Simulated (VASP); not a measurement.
Input:

```yaml
crystal:
  lattice:
    - [1.74837, -3.02831, 0.00000]
    - [1.74837, 3.02831, 0.00000]
    - [0.00000, 0.00000, 6.78140]
  atoms:
    - { symbol: Pb, position: [0.00000, 0.00000, 0.00000] }
    - { symbol: I, position: [0.33333, 0.66667, 0.31987] }
    - { symbol: I, position: [0.66667, 0.33333, 0.68013] }
```

These are PBEsol GGA, VASP's PBE PAW potentials (set 64) (plane waves; VASP) values and carry that method's errors. Settings: 500 eV cut-off, 10×10×5 Γ-centred mesh, first-order Methfessel-Paxton smearing of 0.10 eV, potentials Pb_d I.

Without a dispersion term in the relaxation, distances and binding between the weakly bound layers, chains or molecules are unreliable, and so is what depends on them. Unless said otherwise, spin-orbit coupling is left out, though it shifts the bands of the heavy elements here.

Q: What does the run give for the energy per atom (σ→0), pressure, band gap (on the k-mesh) with the smallest direct gap where there is one?

A: 
```yaml
band gap (on the k-mesh): none (metal, semimetal or under 0.01 eV)
energy per atom (σ→0): -2.084 eV/atom
pressure: 30.02 GPa
```

Only differences to runs with the same potentials and settings are physical.

The compound is PbI2 in the 1T layered structure. It was relaxed first under an external pressure of 30 GPa.
